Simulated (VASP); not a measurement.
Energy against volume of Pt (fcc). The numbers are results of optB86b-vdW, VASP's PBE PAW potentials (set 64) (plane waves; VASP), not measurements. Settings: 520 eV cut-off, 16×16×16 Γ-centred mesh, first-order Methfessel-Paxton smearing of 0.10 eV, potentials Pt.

```csv
V (Å³/atom),E (eV/atom)
14.459,-3.77014
14.920,-3.81127
15.381,-3.82414
15.843,-3.81370
```

**Question.** Fit these four points and predict the energy of the run at 16.304 Å³/atom.

**Answer.** A cubic in V^(−2/3), the third-order Birch-Murnaghan form, passes through the four points with V0 = 15.39 Å³/atom and B0 = 268 GPa, and gives -3.7841 eV/atom there. The run gave -3.7841 eV/atom, +0.0 meV/atom from the fit; all five points give B0 = 268 GPa.

The compound is Pt in the fcc structure. It was relaxed first.
